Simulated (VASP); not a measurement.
SiC (wurtzite), at 1.04 of the tabulated volume:

```yaml
crystal:
  lattice:
    - [1.56027, -2.70246, 0.00000]
    - [1.56027, 2.70246, 0.00000]
    - [0.00000, 0.00000, 5.11646]
  atoms:
    - { symbol: Si, position: [0.66667, 0.33333, 0.50000] }
    - { symbol: Si, position: [0.33333, 0.66667, 0.00000] }
    - { symbol: C, position: [0.66667, 0.33333, 0.87500] }
    - { symbol: C, position: [0.33333, 0.66667, 0.37500] }
```

The lowest empty band near K, direction to Γ, from mBJ (TB09) with spin-orbit coupling in VASP (PAW); its two spin partners are averaged. The gap over the points computed is 3.35 eV, and the next band on that side lies 5.64 eV away at the edge.

Settings: 520 eV cut-off, 9×9×5 Γ-centred mesh, Gaussian smearing of 0.050 eV, potentials Si C.

```json
[
 {"distance from the edge in k (1/Å)": "0.025", "distance in energy (meV)": "5.1"},
 {"distance from the edge in k (1/Å)": "0.035", "distance in energy (meV)": "9.8"},
 {"distance from the edge in k (1/Å)": "0.050", "distance in energy (meV)": "19.9"},
 {"distance from the edge in k (1/Å)": "0.070", "distance in energy (meV)": "38.7"}
]
```

Q: Fit E(1 + αE) = ħ²k²/2m* (ħ²/2m0 = 3.810 eV Å²) and predict the row at 0.095 1/Å.

A: The rows don't resolve α, so a parabola serves: the electron mass is m* = 0.481 m0, and so 71.5 meV. The run gave 70.9 meV, -0.6 meV from the fit.

Left out are points under 3 meV from the edge, since the levels carry 0.1 meV, and points farther than half the way to the next band.

The compound is SiC in the wurtzite structure, the rare 2H polytype. The cell was not relaxed at this level.
